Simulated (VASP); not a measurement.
# Na2Sb (P4/mmm) in VASP: further runs

Runs on Na2Sb. Level: PBE. Tasks: single point.

Everything below comes from runs of VASP 6.6.1. Logs are shortened: lines on timing, memory, paths and dates and some standing lists are left out, and cuts for length are marked.

**1. The cell of the first run**

It takes space group P4/mmm (No. 123, tetragonal). Conventional cell: a = 3.351 Å, b = 3.351 Å, c = 4.733 Å, α = 90.00°, β = 90.00°, γ = 90.00°. Around Na (site symmetry mmm) lie 4 Na at 2.37 Å. Around Sb (site symmetry 4/mmm) lie 8 Na at 2.90 Å.

The cell was built by a generator and needn't be a form met in nature.

**2. Single point, PBE (volume scaled by 1.06)**

File INCAR:

```
SYSTEM = Na2Sb
ALGO = Normal ; EDIFF = 1E-6
ENCUT = 520 ; GGA = PE
ISIF = 2 ; ISMEAR = -1
LASPH = .TRUE. ; LCHARG = .TRUE.
LELF = .TRUE. ; LREAL = .FALSE.
LVHAR = .TRUE. ; LWAVE = .FALSE.
NBANDS = 16 ; NELM = 100
PREC = Accurate ; SIGMA = 0.05
```

File KPOINTS:

```
k-points
0
G
  8 8 6
  0 0 0
```

File POSCAR:

```
Na2Sb
1.0
    3.3508926017      0.0000000000      0.0000000000
    0.0000000000      3.3508926017      0.0000000000
    0.0000000000      0.0000000000      4.7330656834
Na Sb
2 1
Direct
    0.5000000000      0.0000000000      0.5000000000
    0.0000000000      0.5000000000      0.5000000000
    0.0000000000      0.0000000000      0.0000000000
```

Potentials or basis: VASP PAW PBE potentials, release 64 (Na_pv, Sb).

On the command line:

```bash
cat potpaw_PBE.64/Na_pv/POTCAR potpaw_PBE.64/Sb/POTCAR > POTCAR
mpirun -np 1 vasp_std > vasp.out
```

OUTCAR:

```text
SYSTEM = Na2Sb
   EDIFF = 1E-6
   ENCUT = 520
   GGA = PE
   ISIF = 2
   ISMEAR = -1
   LASPH = .TRUE.
   LREAL = .FALSE.
   NELM = 100
   PREC = Accurate

 ion  position               nearest neighbor table
   1  0.500  0.000  0.500-   2 2.37   2 2.37   2 2.37   2 2.37   3 2.90   3 2.90   3 2.90   3 2.90

   2  0.000  0.500  0.500-   1 2.37   1 2.37   1 2.37   1 2.37   3 2.90   3 2.90   3 2.90   3 2.90

   3  0.000  0.000  0.000-   1 2.90   2 2.90   1 2.90   2 2.90   2 2.90   2 2.90   1 2.90   1 2.90

  LATTYP: Found a simple tetragonal cell.
 ALAT       =     3.3508926017
 C/A-ratio  =     1.4124790753

  Lattice vectors:

 A1 = (   3.3508926017,   0.0000000000,   0.0000000000)
 A2 = (   0.0000000000,   3.3508926017,   0.0000000000)
 A3 = (   0.0000000000,   0.0000000000,   4.7330656834)

Analysis of symmetry for initial positions (statically):
=====================================================================
 Subroutine PRICEL returns:
 Original cell was already a primitive cell.

 Routine SETGRP: Setting up the symmetry group for a
 simple tetragonal supercell.

 Subroutine GETGRP returns: Found 16 space group operations
 (whereof 16 operations were pure point group operations)
 out of a pool of 16 trial point group operations.

The static configuration has the point symmetry D_4h.

Analysis of symmetry for dynamics (positions and initial velocities):
=====================================================================
 Subroutine PRICEL returns:
 Original cell was already a primitive cell.

 Routine SETGRP: Setting up the symmetry group for a
 simple tetragonal supercell.

 Subroutine GETGRP returns: Found 16 space group operations
 (whereof 16 operations were pure point group operations)
 out of a pool of 16 trial point group operations.

The dynamic configuration has the point symmetry D_4h.

 Subroutine INISYM returns: Found 16 space group operations
 (whereof 16 operations are pure point group operations),
 and found     1 'primitive' translations

----------------------------------------------------------------------------------------

                                     Primitive cell

  volume of cell :      53.1451

  direct lattice vectors                    reciprocal lattice vectors
     3.350892602  0.000000000  0.000000000     0.298427947  0.000000000  0.000000000
     0.000000000  3.350892602  0.000000000     0.000000000  0.298427947  0.000000000
[... 89 lines left out ...]
   EDIFFG = 0.1E-04   stopping-criterion for IOM
   NSW    =      0    number of steps for IOM
   IBRION =     -1    ionic relax: 0-MD 1-quasi-New 2-CG
   NFREE  =      0    steps in history (QN), initial steepest desc. (CG)
   ISIF   =      2    stress and relaxation
   ISYM   =      2    0-nonsym 1-usesym 2-fastsym
   POTIM  = 0.5000    time-step for ionic-motion
   TEBEG  =    0.0;   TEEND  =   0.0 temperature during run
   PSTRESS=    0.0 pullay stress
   NELECT =      19.0000    total number of electrons
   NUPDOWN=      -1.0000    fix difference up-down
   EMIN   =  10.00;   EMAX   =-10.00  energy-range for DOS
   EFERMI =   0.00;   METHOD = LEGACY
   ISMEAR =    -1;   SIGMA  =   0.05  broadening in eV -4-tet -1-fermi 0-gaus
   EFERMI_NEDOS =   21; number of points for ismear=-14 and -15
   IALGO  =     38    algorithm
   IMIX   =      4    mixing-type and parameters
     AMIX     =   0.40;   BMIX     =  1.00
     AMIX_MAG =   1.60;   BMIX_MAG =  1.00
  volume/ion in A,a.u.               =      17.72       119.55
  Fermi-wavevector in a.u.,A,eV,Ry     =   1.161907  2.195687 18.368257  1.350029
  Thomas-Fermi vector in A             =   2.298474
   LORBIT       =      0    0 simple, 1 ext, 2 COOP (PROOUT), +10 PAW based schemes
   GGA     = PE    functional components
   LHFCALC =     F    Hartree Fock is set to
   AEXX    =    0.0000 exact exchange contribution
   IVDW    =     0    specifies the selected vdW correction
   LEPSILON=     F    determine dielectric tensor
   LRPA    =     F    only Hartree local field effects (RPA)
 non-spin polarized calculation
  energy-cutoff  :      520.00
  volume of cell :       53.15
 maximum number of plane-waves:      1449
 NGX is ok and might be reduce to    28
   NGX = 13   NGY = 13   NGZ = 17

 number of electron      19.0000005 magnetization

 Free energy of the ion-electron system (eV)
  ---------------------------------------------------
  ext. energy  EPLUGINS =         0.00000000
  ---------------------------------------------------
  free energy    TOTEN  =        -4.26204197 eV

  energy without entropy =       -4.25245693  energy(sigma->0) =       -4.25724945

 E-fermi :   7.5882     XC(G=0): -10.0123

 val. band max:        7.5834661301   @ k =   0.1250   0.1250   0.3333
 cond. band min:       7.5931981951   @ k =   0.1250   0.1250   0.0000
 fundamental gap:      0.0097320651
 Fermi energy:         7.5882282372

 k-point     1 :       0.0000    0.0000    0.0000
  band No.  band energies     occupation
      1     -19.3626      2.00000
      2     -19.3626      2.00000
      3     -18.9149      2.00000
      4     -18.6232      2.00000
      5     -18.5886      2.00000
      6     -18.5886      2.00000
[... 433 lines left out ...]
      3     -18.8422      2.00000
      4     -18.7816      2.00000
      5     -18.7621      2.00000
      6     -18.7578      2.00000
[... 8 lines left out ...]
     15      15.9915      0.00000
     16      17.2305      0.00000

 [... further k-points ...]

------------------------ aborting loop because EDIFF is reached ----------------------------------------

  FORCE on cell =-STRESS in cart. coord.  units (eV):
  Direction    XX          YY          ZZ          XY          YZ          ZX
  --------------------------------------------------------------------------------------
  -------------------------------------------------------------------------------------
  Total       10.6859434     10.6859434      6.8803840      0.0000000      0.0000000      0.0000000
  in kB      322.1513099    322.1513099    207.4243368      0.0000000      0.0000000      0.0000000
  external PRESSURE =     283.9089855 kB  Pullay stress =       0.0000000 kB

 VOLUME and BASIS-vectors are now :
 -----------------------------------------------------------------------------
  energy-cutoff  :      520.00
  volume of cell :       53.15
      direct lattice vectors                 reciprocal lattice vectors
     3.350892602  0.000000000  0.000000000     0.298427947  0.000000000  0.000000000
     0.000000000  3.350892602  0.000000000     0.000000000  0.298427947  0.000000000
     0.000000000  0.000000000  4.733065683     0.000000000  0.000000000  0.211279553

 POSITION                                       TOTAL-FORCE (eV/Angst)
 -----------------------------------------------------------------------------------
      1.67545      0.00000      2.36653         0.000000      0.000000      0.000000
      0.00000      1.67545      2.36653         0.000000      0.000000      0.000000
      0.00000      0.00000      0.00000         0.000000      0.000000      0.000000
 -----------------------------------------------------------------------------------
    total drift:                                0.000000      0.000000      0.000000

  FREE ENERGIE OF THE ION-ELECTRON SYSTEM (eV)
  ---------------------------------------------------
  free  energy   TOTEN  =        -4.2620419696 eV

  energy  without entropy=       -4.2524569289  energy(sigma->0) =       -4.25724945
```

OSZICAR:

```text
N       E                     dE             d eps       ncg     rms          rms(c)
DAV:   1     0.139926231168E+03    0.13993E+03   -0.97579E+03  1928   0.127E+03
DAV:   2     0.170162024761E+01   -0.13822E+03   -0.13590E+03  2184   0.345E+02
DAV:   3    -0.443495574139E+01   -0.61366E+01   -0.61184E+01  2384   0.768E+01
DAV:   4    -0.452395553984E+01   -0.89000E-01   -0.88994E-01  2352   0.992E+00
DAV:   5    -0.452674781818E+01   -0.27923E-02   -0.27922E-02  2440   0.158E+00    0.306E+00
DAV:   6    -0.431870559369E+01    0.20804E+00   -0.19365E-01  2744   0.327E+00    0.180E+00
DAV:   7    -0.426703858869E+01    0.51667E-01   -0.72202E-02  2544   0.171E+00    0.740E-01
DAV:   8    -0.426211249477E+01    0.49261E-02   -0.10162E-02  2128   0.821E-01    0.884E-02
DAV:   9    -0.426204235674E+01    0.70138E-04   -0.64559E-04  2336   0.226E-01    0.295E-02
DAV:  10    -0.426204215228E+01    0.20446E-06   -0.44169E-05  2368   0.636E-02    0.127E-02
DAV:  11    -0.426204196964E+01    0.18264E-06   -0.42321E-06  2400   0.315E-02
   1 F= -.42620420E+01 E0= -.42572494E+01  d E =-.958504E-02
```

stdout:

```text
POSCAR found type information on POSCAR NaSb
 POSCAR found :  2 types and       3 ions
 scaLAPACK will be used
 LDA part: xc-table for (Slater+PW92), standard interpolation
 POSCAR, INCAR and KPOINTS ok, starting setup
 FFT: planning ... GRIDC
 FFT: planning ... GRID_SOFT
 FFT: planning ... GRID
 WAVECAR not read
 entering main loop
```

Wall time 26 s (1 thread of Intel Xeon Platinum 8488C (Sapphire Rapids), shared host); peak memory 0.2 GiB.

What came out:

```
Free energy            : -4.2620 eV
Pressure               : 28.4 GPa
Band gap on the k mesh : none (metal or under the smearing width)
```

Stress tensor (GPa, compression positive):
```
32.22  0.00  0.00
 0.00 32.22  0.00
 0.00  0.00 20.74
```

Levels at points of the mesh, in eV from the Fermi level:
```
           k point  band 8  band 9  band 10  band 11  band 12  band 13
(0.00, 0.00, 0.00)   -3.77   -1.20     1.59     1.59     3.19     5.52
(0.50, 0.00, 0.00)   -5.62   -2.34     1.82     2.13     2.23     3.04
(0.50, 0.50, 0.00)   -3.80   -3.80    -1.24    -0.05     3.73     4.75
(0.00, 0.00, 0.50)   -6.33    1.65     1.65     3.07     5.44     5.76
(0.50, 0.00, 0.50)   -5.11   -4.13    -1.07     3.16     7.16     7.70
(0.50, 0.50, 0.50)   -3.40   -3.40    -2.43     1.10     1.47     2.63
```

Caveat: so large a pressure means that the cell lies far from this level's equilibrium, or that cutoff or potentials fall short. Spin-orbit coupling is left out, which matters for the levels of Sb.

**3. Single point, PBE (volume scaled by 0.96)**

File INCAR:

```
SYSTEM = Na2Sb
PREC     = Accurate       ! precision mode
ENCUT    = 520            ! plane-wave cutoff, eV
EDIFF    = 1E-7           ! SCF threshold, eV
ISMEAR   = -1             ! smearing method
SIGMA    = 0.05           ! smearing width, eV
LREAL    = .FALSE.        ! projectors in reciprocal space
LASPH    = .TRUE.         ! aspherical terms in the spheres
NELM     = 100            ! most SCF steps
ALGO     = Normal         ! electronic algorithm
ISIF     = 2              ! what is computed and relaxed
LWAVE    = .FALSE.        ! write WAVECAR
LCHARG   = .TRUE.         ! write CHGCAR
GGA      = PE             ! functional
LELF     = .TRUE.         ! ELF
LVHAR    = .TRUE.       
NBANDS   = 16             ! bands
```

File KPOINTS:

```
Automatic mesh
0
G
  8 8 6
  0 0 0
```

File POSCAR:

```
Na2Sb
1.0
    3.2420195637      0.0000000000      0.0000000000
    0.0000000000      3.2420195637      0.0000000000
    0.0000000000      0.0000000000      4.5792847953
Na Sb
2 1
Direct
    0.5000000000      0.0000000000      0.5000000000
    0.0000000000      0.5000000000      0.5000000000
    0.0000000000      0.0000000000      0.0000000000
```

Potentials or basis: VASP PAW PBE potentials, release 64 (Na_pv, Sb).

On the command line:

```bash
cat potpaw_PBE.64/Na_pv/POTCAR potpaw_PBE.64/Sb/POTCAR > POTCAR
mpirun -np 1 vasp_std > vasp.out
```

OUTCAR:

```text
SYSTEM = Na2Sb
   PREC = Accurate
   ENCUT = 520
   EDIFF = 1E-7
   ISMEAR = -1
   LREAL = .FALSE.
   LASPH = .TRUE.
   NELM = 100
   ISIF = 2
   GGA = PE

 ion  position               nearest neighbor table
   1  0.500  0.000  0.500-   2 2.29   2 2.29   2 2.29   2 2.29   3 2.81   3 2.81   3 2.81   3 2.81

   2  0.000  0.500  0.500-   1 2.29   1 2.29   1 2.29   1 2.29   3 2.81   3 2.81   3 2.81   3 2.81

   3  0.000  0.000  0.000-   1 2.81   2 2.81   1 2.81   2 2.81   2 2.81   2 2.81   1 2.81   1 2.81

  LATTYP: Found a simple tetragonal cell.
[... 651 lines left out ...]

  FORCE on cell =-STRESS in cart. coord.  units (eV):
  Direction    XX          YY          ZZ          XY          YZ          ZX
  --------------------------------------------------------------------------------------
  -------------------------------------------------------------------------------------
  Total       13.6166272     13.6166272     10.5195700      0.0000000      0.0000000      0.0000000
  in kB      453.2639855    453.2639855    350.1705780      0.0000000      0.0000000      0.0000000
  external PRESSURE =     418.8995163 kB  Pullay stress =       0.0000000 kB

 VOLUME and BASIS-vectors are now :
 -----------------------------------------------------------------------------
  energy-cutoff  :      520.00
  volume of cell :       48.13
      direct lattice vectors                 reciprocal lattice vectors
     3.242019564  0.000000000  0.000000000     0.308449712  0.000000000  0.000000000
     0.000000000  3.242019564  0.000000000     0.000000000  0.308449712  0.000000000
     0.000000000  0.000000000  4.579284795     0.000000000  0.000000000  0.218374712

 POSITION                                       TOTAL-FORCE (eV/Angst)
 -----------------------------------------------------------------------------------
      1.62101      0.00000      2.28964         0.000000      0.000000      0.000000
      0.00000      1.62101      2.28964         0.000000      0.000000      0.000000
      0.00000      0.00000      0.00000         0.000000      0.000000      0.000000
 -----------------------------------------------------------------------------------
    total drift:                                0.000000      0.000000     -0.000000

  FREE ENERGIE OF THE ION-ELECTRON SYSTEM (eV)
  ---------------------------------------------------
  free  energy   TOTEN  =        -3.1766591963 eV

  energy  without entropy=       -3.1659483412  energy(sigma->0) =       -3.17130377
```

Run time: 21 s. Hardware: 1 thread of Intel Xeon Platinum 8488C (Sapphire Rapids), shared host; peak memory 0.18 GiB.

What came out:

```yaml
Free_energy: -3.1767 eV
Pressure: 41.9 GPa
Band_gap_on_the_k_mesh: none (metal or under the smearing width)
```

Caveat: so large a pressure means that the cell lies far from this level's equilibrium, or that cutoff or potentials fall short.
